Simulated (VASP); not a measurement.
VASP input:

INCAR:
```
SYSTEM = FeAl
PREC = Accurate
ENCUT = 400
EDIFF = 1E-6
NELM = 100
ALGO = Normal
LREAL = .FALSE.
LASPH = .TRUE.
ISMEAR = 1
SIGMA = 0.1
GGA = PE
LMAXMIX = 4
LWAVE = .FALSE.
LCHARG = .FALSE.
ISIF = 2
```

### KPOINTS
```
Automatic mesh
0
Gamma
9 9 9
0 0 0
```

File POSCAR:
```
FeAl
1
    0.0000000000     2.9100000000     0.0000000000
    2.9100000000     0.0000000000     0.0000000000
    0.0000000000     0.0000000000     2.9100000000
Al Fe
1 1
Direct
  0.5000000000   0.5000000000   0.5000000000
  0.0000000000   0.0000000000   0.0000000000
```

POTCAR, in this order: Al Fe (PBE.64 set). Program: vasp_std.

Question: What happens when VASP runs on this input?

Answer: There is a fault: the lattice vectors form a left-handed set. VASP stops with an error: ERROR: the triple product of the basis vectors is negative exchange two basis vectors ----> I REFUSE TO CONTINUE WITH THIS SICK JOB ... BYE!!! <----

standard output:
```
 -----------------------------------------------------------------------------
|                                                                             |
|     EEEEEEE  RRRRRR   RRRRRR   OOOOOOO  RRRRRR      ###     ###     ###     |
|     E        R     R  R     R  O     O  R     R     ###     ###     ###     |
|     E        R     R  R     R  O     O  R     R     ###     ###     ###     |
|     EEEEE    RRRRRR   RRRRRR   O     O  RRRRRR       #       #       #      |
|     E        R   R    R   R    O     O  R   R                               |
|     E        R    R   R    R   O     O  R    R      ###     ###     ###     |
|     EEEEEEE  R     R  R     R  OOOOOOO  R     R     ###     ###     ###     |
|                                                                             |
|     ERROR: the triple product of the basis vectors is negative exchange     |
|     two basis vectors                                                       |
|                                                                             |
|       ---->  I REFUSE TO CONTINUE WITH THIS SICK JOB ... BYE!!! <----       |
|                                                                             |
 -----------------------------------------------------------------------------
```

To mend it, correct POSCAR.
File POSCAR:
```
FeAl
1
    2.9100000000     0.0000000000     0.0000000000
    0.0000000000     2.9100000000     0.0000000000
    0.0000000000     0.0000000000     2.9100000000
Al Fe
1 1
Direct
  0.5000000000   0.5000000000   0.5000000000
  0.0000000000   0.0000000000   0.0000000000
```
The mended run (PBE GGA, plane waves, VASP's PBE PAW potentials (set 64)) converges, and its OSZICAR ends with
```
   1 F= -.12602801E+02 E0= -.12602908E+02  d E =0.321448E-03
```

The compound is FeAl in the CsCl type structure. The cell was not relaxed at this level. The run is not spin-polarised, so no magnetic state was tried.
